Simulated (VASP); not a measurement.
# CuAu (Tetraauricupride): structure and properties in VASP, part 2 of 3

What structure does CuAu (Tetraauricupride) take at this level, and what are its properties? The start is a cell from a database of measured crystal structures.

VASP 6.6.1; rev-vdW-DF2; plane waves and PAW (Cu, Au).

Still holding for the runs below: The k-mesh is coarse for a metal.

So far. Step 2 (Relaxing cell and atoms (rev-vdW-DF2)): It ends with forces that vanish by symmetry and a pressure of 0.08 GPa. The volume lies +1.4 % from that of the database's start. Step 3 (Second relaxation): It ends with forces that vanish by symmetry and a pressure of 0.06 GPa. The volume moved by under 0.01 %: the run met its threshold at the first step. The relaxed cell has a = 2.837, c = 3.626 Å (conventional setting).

## Step 4: Single point with fields (rev-vdW-DF2)

A single point on the relaxed cell gives a clean self-consistent state, with density, ELF and potential written out.

The input, INCAR:

```
SYSTEM = CuAu
PREC = Accurate
ENCUT = 400
EDIFF = 1E-06
NELM = 100
ISMEAR = 1
SIGMA = 0.2
LREAL = .FALSE.
ALGO = Normal
GGA = MK
AGGAC = 0
LUSE_VDW = .TRUE.
PARAM1 = 0.1234
PARAM2 = 0.711357
ZAB_VDW = -1.8867
LASPH = .TRUE.
NBANDS = 17
LORBIT = 11
LWAVE = .FALSE.
LCHARG = .TRUE.
ISIF = 2
LELF = .TRUE.
LVHAR = .TRUE.
```

The input, POSCAR:

```
CuAu
1.0
    2.8367197778      0.0000000000      0.0000000000
    0.0000000000      2.8367197778      0.0000000000
    0.0000000000      0.0000000000      3.6261548694
Cu Au
1 1
Direct
    0.5000000000      0.5000000000      0.5000000000
    0.0000000000      0.0000000000      0.0000000000
```

The input, KPOINTS:

```
Automatic mesh
0
Gamma
7 7 5
0 0 0
```

The projector-augmented-wave data sets are Cu and Au (PBE family, release 64).

Launch:

```console
$ mpirun -np 2 vasp_std
```

The program printed:

```text
[banner, memory and clock lines left out]
running    2 mpi-ranks, on    1 nodes
 distrk:  each k-point on    2 cores,    1 groups
 distr:  one band on    1 cores,    2 groups

 POSCAR found type information on POSCAR CuAu
 POSCAR found :  2 types and       2 ions
 [... a notice as in an earlier step ...]

 [... a notice as in an earlier step ...]

 LDA part: xc-table for (Slater+PW92), standard interpolation
|                                                                             |
|           W    W    AA    RRRRR   N    N  II  N    N   GGGG   !!!           |
|           W    W   A  A   R    R  NN   N  II  NN   N  G    G  !!!           |
|           W    W  A    A  R    R  N N  N  II  N N  N  G       !!!           |
|           W WW W  AAAAAA  RRRRR   N  N N  II  N  N N  G  GGG   !            |
|           WW  WW  A    A  R   R   N   NN  II  N   NN  G    G                |
|           W    W  A    A  R    R  N    N  II  N    N   GGGG   !!!           |
|                                                                             |
|     The number of bands has been changed from the values supplied in        |
|     The orbitals not found in the WAVECAR file will be initialized with     |
|     random numbers, which is usually adequate. For correlated               |
|     calculations, however, you should redo the groundstate calculation.     |
|     I found NBANDS = 17. Now, NBANDS = 18.                                  |
|                                                                             |

 POSCAR, INCAR and KPOINTS ok, starting setup
 FFT: planning ... GRIDC
 FFT: planning ... GRID_SOFT
 FFT: planning ... GRID
 WAVECAR not read
 entering main loop
       N       E                     dE             d eps       ncg     rms          rms(c)
DAV:   1     0.116286535285E+03    0.11629E+03   -0.93178E+03  1176   0.140E+03
DAV:   2     0.416128061680E+00   -0.11587E+03   -0.10834E+03  1102   0.262E+02
DAV:   3    -0.333223844196E+01   -0.37484E+01   -0.37173E+01  1300   0.583E+01
DAV:   4    -0.338265928678E+01   -0.50421E-01   -0.50397E-01  1346   0.557E+00
DAV:   5    -0.338400542798E+01   -0.13461E-02   -0.13461E-02  1366   0.953E-01    0.113E+01
DAV:   6    -0.279779641316E+01    0.58621E+00   -0.66638E+00  1172   0.691E+01    0.529E+00
DAV:   7    -0.245393602564E+01    0.34386E+00   -0.25907E+00  1300   0.728E+01    0.542E+00
DAV:   8    -0.239451051606E+01    0.59426E-01   -0.21559E-01  1542   0.113E+01    0.262E+00
DAV:   9    -0.238739180536E+01    0.71187E-02   -0.14681E-02  1668   0.255E+00    0.907E-02
DAV:  10    -0.238725728508E+01    0.13452E-03   -0.14932E-03  1424   0.497E-01    0.629E-02
DAV:  11    -0.238725832710E+01   -0.10420E-05   -0.46147E-05  1352   0.654E-02    0.338E-02
DAV:  12    -0.238725520886E+01    0.31182E-05   -0.46178E-06  1194   0.701E-02    0.421E-03
DAV:  13    -0.238725511813E+01    0.90726E-07   -0.58601E-07   636   0.707E-03
   1 F= -.23872551E+01 E0= -.23873575E+01  d E =0.307205E-03
```

Elapsed: 7.4 s, on 2 MPI ranks of Intel Xeon 6975P-C (Granite Rapids), shared host; peak memory 0.4 GiB; 12 s of CPU time.

From OUTCAR (step 4):

```text
The static configuration has the point symmetry D_4h.

 Found     30 irreducible k-points:

   k-points           NKPTS =     30   k-points in BZ     NKDIM =     30   number of bands    NBANDS=     18

   NELECT =      22.0000    total number of electrons

 E-fermi :   8.6061

 k-point     3 :       0.2857    0.0000    0.0000
  band No.  band energies     occupation
    ...
      7       5.7984      2.00000
      8       5.8979      2.00000
      9       6.3380      2.00000
     10       6.5726      2.00000
     11       6.7010      2.00000
     12      11.8563     -0.00000
     13      14.6027      0.00000
     14      17.5784      0.00000
     15      21.0698      0.00000
     16      22.7276      0.00000
    ...

 k-point     5 :       0.1429    0.1429    0.0000
  band No.  band energies     occupation
    ...
      7       5.9222      2.00000
      8       6.1555      2.00000
      9       6.4290      2.00000
     10       6.5031      2.00000
     11       7.0964      2.00000
     12      13.0781      0.00000
     13      15.6271      0.00000
     14      16.2607      0.00000
     15      18.1309      0.00000
     16      26.5586      0.00000
    ...

Total vdW correction in eV:      3.4109159

  Total        0.0160555      0.0160555      0.0033823      0.0000000      0.0000000     -0.0000000
  in kB        0.8815648      0.8815648      0.1857132      0.0000000      0.0000000     -0.0000000
  external PRESSURE =       0.6496143 kB  Pullay stress =       0.0000000 kB

  FREE ENERGIE OF THE ION-ELECTRON SYSTEM (eV)
  ---------------------------------------------------
  free  energy   TOTEN  =        -2.3872551181 eV

  energy  without entropy=       -2.3875623233  energy(sigma->0) =       -2.38735752

Total vdW correction in eV:      3.4109525

[... 13 parts as in an earlier step ...]

[... 1 further part left out ...]
```

Numbers from this step:

```
SCF cycles : 13
bands      : 18
pressure   : 0.06496 GPa
```

Valence electrons inside each PAW sphere by angular momentum. Sphere charges, by row:

```csv
atom,s (e),p (e),d (e),tot (e)
Cu1,0.38,0.321,9.236,9.937
Au2,0.609,0.414,8.704,9.728
```

ELF in the ac plane at fractional y = 0.000, with atoms of Au within 0.2 Å of it. It is the smooth field of the valence electrons, not physical close to the nuclei.

Ten even steps from '0' (0.00) to '9' (0.38):
```
000279766797200
001489766798410
235798666689753
778997666679987
999876666667899
887766655666778
666655555555666
555555555555555
444445555554444
444445555554444
555555555555555
666655555555666
887766655666778
999876666667899
778997666679987
235798666689753
001489766798410
000279766797200
900269866896200
```
Columns run along a (2.8 Å), rows up along c (3.6 Å). Atoms in or near the plane, at fractional coordinates: Au at (0.00, 0.00).

Electrostatic potential energy in the ac plane at fractional y = 0.000, with atoms of Au within 0.2 Å of it. With pseudopotentials it is smooth inside the atoms' cores, unlike the true potential.

Ten even steps from '0' (-66 eV) to '9' (3 eV):
```
000247999974200
001357999975310
123468999986432
445689999998654
777899999999877
999999999999999
999999999999999
999999999999999
999999999999999
999999999999999
999999999999999
999999999999999
999999999999999
777899999999877
445689999998654
123468999986432
001357999975310
000247999974200
000146899864100
```
Columns run along a (2.8 Å; values clipped at the 3rd and 97th percentile), rows up along c (3.6 Å). Atoms in or near the plane, at fractional coordinates: Au at (0.00, 0.00).

Valence density in the ac plane at fractional y = 0.000, with atoms of Au within 0.2 Å of it. It is the smooth field of the valence electrons, not physical close to the nuclei.

Ten even steps from '_' (0.1 e/Å³) to '@' (4.8 e/Å³):
```
@@%%**==::..________..::==**%%
##**++--::..________..::--++**
++==--::..____________..::--==
--::::..________________..::::
......____________________....
______________________________
______________________________
______________________________
______________________________
______________________________
______________________________
______________________________
______________________________
......____________________....
--::::..________________..::::
++==--::..____________..::--==
##**++--::..________..::--++**
@@%%**==::..________..::==**%%
@@@@##++--..________..--++##@@
```
Columns run along a (2.8 Å), rows up along c (3.6 Å). Atoms in or near the plane, at fractional coordinates: Au at (0.00, 0.00).

In this run the pressure is 0.06 GPa, small enough to go on.

## Step 5: Bands along the symmetry lines (rev-vdW-DF2)

The mesh alone shows little of the dispersion and can miss band extrema, so KPOINTS_OPT adds a path through the symmetry points after the self-consistent cycle.

Edit INCAR of step 4 so:

```diff
@@ -16,8 +16,6 @@
 LASPH = .TRUE.
-NBANDS = 17
+NBANDS = 23
 LORBIT = 11
 LWAVE = .FALSE.
-LCHARG = .TRUE.
-ISIF = 2
-LELF = .TRUE.
-LVHAR = .TRUE.
+LCHARG = .FALSE.
+KPAR = 2
```

POSCAR is that of step 4.

KPOINTS is that of step 4.

The input, KPOINTS_OPT:

```
Line mode
16
Line-mode
Reciprocal
  0.00000000   0.00000000   0.00000000 GAMMA
  0.00000000   0.50000000   0.00000000 X

  0.00000000   0.50000000   0.00000000 X
  0.50000000   0.50000000   0.00000000 M

  0.50000000   0.50000000   0.00000000 M
  0.00000000   0.00000000   0.00000000 GAMMA

  0.00000000   0.00000000   0.00000000 GAMMA
  0.00000000   0.00000000   0.50000000 Z

  0.00000000   0.00000000   0.50000000 Z
  0.00000000   0.50000000   0.50000000 R

  0.00000000   0.50000000   0.50000000 R
  0.50000000   0.50000000   0.50000000 A

  0.50000000   0.50000000   0.50000000 A
  0.00000000   0.00000000   0.50000000 Z

  0.00000000   0.50000000   0.00000000 X
  0.00000000   0.50000000   0.50000000 R

  0.50000000   0.50000000   0.00000000 M
  0.50000000   0.50000000   0.50000000 A
```

Launch:

```console
$ mpirun -np 2 vasp_std
```

The program printed:

```text
[... set-up lines as in an earlier step ...]
 entering main loop
       N       E                     dE             d eps       ncg     rms          rms(c)
DAV:   1     0.113542954149E+03    0.11354E+03   -0.88506E+03  1601   0.112E+03
DAV:   2     0.160007592175E+01   -0.11194E+03   -0.10354E+03  1492   0.233E+02
DAV:   3    -0.330961876449E+01   -0.49097E+01   -0.48467E+01  1675   0.506E+01
DAV:   4    -0.338173106062E+01   -0.72112E-01   -0.72084E-01  1611   0.525E+00
DAV:   5    -0.338397294381E+01   -0.22419E-02   -0.22418E-02  1917   0.101E+00    0.113E+01
DAV:   6    -0.280077206897E+01    0.58320E+00   -0.51175E+00  1669   0.541E+01    0.526E+00
DAV:   7    -0.245929152776E+01    0.34148E+00   -0.21288E+00  1782   0.571E+01    0.553E+00
DAV:   8    -0.239441414185E+01    0.64877E-01   -0.18274E-01  2107   0.902E+00    0.262E+00
DAV:   9    -0.238753965172E+01    0.68745E-02   -0.95014E-03  2112   0.146E+00    0.162E-01
DAV:  10    -0.238726297564E+01    0.27668E-03   -0.15724E-03  1958   0.860E-01    0.486E-02
DAV:  11    -0.238725723631E+01    0.57393E-05   -0.10264E-04  2139   0.174E-01    0.257E-02
DAV:  12    -0.238725517222E+01    0.20641E-05   -0.31728E-06  1764   0.466E-02    0.386E-03
DAV:  13    -0.238725507040E+01    0.10182E-06   -0.93522E-07   975   0.168E-02
   1 F= -.23872551E+01 E0= -.23873575E+01  d E =0.307207E-03
 Start KPOINTS_OPT (optional k-point list driver)
k-point batch [1-30\144]
       N       E                     dE             ncg
DAV:   1     0.678656603372E+04   -0.94926E+04     1591
DAV:   2     0.337480174938E+04   -0.34118E+04     1520
DAV:   3     0.321554617185E+04   -0.15926E+03     1618
DAV:   4     0.321304844520E+04   -0.24977E+01     1670
DAV:   5     0.321296284038E+04   -0.85605E-01     1922
DAV:   6     0.321296049636E+04   -0.23440E-02     1792
DAV:   7     0.321296039052E+04   -0.10585E-03     1801
DAV:   8     0.321296038787E+04   -0.26457E-05     1271
DAV:   9     0.321296038772E+04   -0.15108E-06     1201
[...]
k-point batch [121-144\144]
       N       E                     dE             ncg
DAV:   1     0.101256283846E+05   -0.15770E+05     1214
DAV:   2     0.736709111391E+04   -0.27585E+04     1223
DAV:   3     0.723762764924E+04   -0.12946E+03     1314
DAV:   4     0.723541514209E+04   -0.22125E+01     1315
DAV:   5     0.723533335000E+04   -0.81792E-01     1553
DAV:   6     0.723533126606E+04   -0.20839E-02     1433
DAV:   7     0.723533122198E+04   -0.44078E-04     1280
DAV:   8     0.723533122133E+04   -0.64720E-06      925
```

Run time: 17 s. Hardware: 2 MPI ranks; peak memory 0.47 GiB; 31 s of CPU time.

OUTCAR, selected parts (step 5):

```text
   k-points           NKPTS =     30   k-points in BZ     NKDIM =     30   number of bands    NBANDS=     23

   NELECT =      22.0000    total number of electrons

 E-fermi :   8.6061

 k-point     1 :       0.0000    0.0000    0.0000
  band No.  band energies     occupation
    ...
      7       5.7716      2.00000
      8       6.4399      2.00000
      9       6.8494      2.00000
     10       7.0735      2.00000
     11       7.0735      2.00000
     12      11.0517     -0.00000
     13      16.9866      0.00000
     14      18.2447      0.00000
     15      18.2447      0.00000
     16      25.0889      0.00000
    ...

Total vdW correction in eV:      3.4109364

  Total        0.0262395      0.0262395      0.0139771      0.0000000     -0.0000000      0.0000000
  in kB        1.4407452      1.4407452      0.7674477      0.0000000     -0.0000000      0.0000000
  external PRESSURE =       1.2163127 kB  Pullay stress =       0.0000000 kB

  FREE ENERGIE OF THE ION-ELECTRON SYSTEM (eV)
  ---------------------------------------------------
  free  energy   TOTEN  =        -2.3872550704 eV

  energy  without entropy=       -2.3875622774  energy(sigma->0) =       -2.38735747

Total vdW correction in eV:      3.4109524

[... 9 parts as in an earlier step ...]

[... 8 further parts left out ...]
```

Spin-orbit coupling is off here; with elements this heavy it splits and shifts levels by tenths of an eV or more.

Numbers from this step:

```yaml
bands: 23
pressure: 0.1216 GPa
```

The electronic bands at the labelled points (eV, zero at the Fermi level; # counts the bands kept):

```csv
point,#8,#9,#10,#11,#12,#13,#14,#15
Γ,-2.17,-1.76,-1.53,-1.53,2.45,8.38,9.64,9.64
0.47 of the way,-2.51,-2.16,-2.13,-1.79,4.51,5.04,8.91,11.60
X,-3.02,-2.49,-2.28,-1.00,-0.34,9.69,9.73,11.51
0.53 of the way,-2.05,-1.81,-1.77,-0.42,-0.04,8.62,9.73,10.68
M,-1.75,-1.41,-1.41,0.52,0.52,4.80,6.58,10.23
0.47 of the way,-2.38,-2.34,-2.03,-1.47,4.79,5.94,7.58,9.84
Γ,-2.17,-1.76,-1.53,-1.53,2.45,8.38,9.64,9.64
0.47 of the way,-2.34,-1.91,-1.91,-1.88,-0.48,10.92,10.92,12.35
Z,-2.85,-2.42,-2.42,-2.36,-2.08,14.23,14.37,14.37
0.53 of the way,-2.77,-1.81,-1.79,-1.73,-1.57,7.38,7.72,15.38
R,-1.82,-1.63,-1.58,-1.02,-1.01,2.54,4.36,15.77
0.53 of the way,-2.36,-2.03,-1.85,2.53,2.56,2.87,4.43,10.40
A,-2.20,-1.79,-1.74,5.11,5.47,5.47,5.81,6.78
0.53 of the way,-2.39,-2.38,-2.34,-0.71,-0.14,8.84,9.23,9.39
Z,-2.85,-2.42,-2.42,-2.36,-2.08,14.23,14.37,14.37
jump to X,-3.02,-2.49,-2.28,-1.00,-0.34,9.69,9.73,11.51
0.47 of the way,-2.81,-1.97,-1.96,-0.97,-0.40,5.39,6.55,15.14
R,-1.82,-1.63,-1.58,-1.02,-1.01,2.54,4.36,15.77
jump to M,-1.75,-1.41,-1.41,0.52,0.52,4.80,6.58,10.23
0.47 of the way,-1.94,-1.79,-1.75,2.47,2.47,4.98,5.88,9.92
A,-2.20,-1.79,-1.74,5.11,5.47,5.47,5.81,6.78
```

Of the projections kept (Cu, Au), the largest for each band there; the rest of the weight can lie on other orbitals:

```csv
point,#8,#9,#10,#11,#12,#13,#14,#15
Γ,Cu 0.82,Cu 0.78,Cu 0.74,Cu 0.74,Au 0.53,Au 0.53,Cu 0.53,Cu 0.53
X,Cu 0.99,Cu 0.99,Cu 1.00,Cu 0.93,Au 0.94,Cu 0.64,Au 0.68,Cu 0.62
M,Cu 1.00,Cu 0.75,Cu 0.75,Au 0.55,Au 0.55,Au 0.78,Cu 0.68,Cu 1.00
Γ,Cu 0.82,Cu 0.78,Cu 0.74,Cu 0.74,Au 0.53,Au 0.53,Cu 0.53,Cu 0.53
Z,Au 1.00,Cu 0.99,Cu 0.99,Cu 0.98,Cu 1.00,Cu 1.00,Au 0.77,Au 0.77
R,Cu 0.95,Cu 0.80,Cu 0.71,Cu 0.56,Au 0.68,Au 0.71,Cu 0.60,Au 0.73
```

There is no gap at this level.

[end of part 2 of 3]

[Lines on the potential files, build, host, timing and source positions are cut from VASP's logs without a mark.]

[Logs are printed without paths, hosts, clocks, repeated set-up lines and the standing remarks that a program may print on its own settings, such as how far it seeks lower states.]

[Hosts, paths, dates, database ids (printed as entryN), source tags and the programs' standing remarks are cut or masked in the printed files.]

[A measured line is paired with the nearest computed mode of its activity, which favours agreement.]
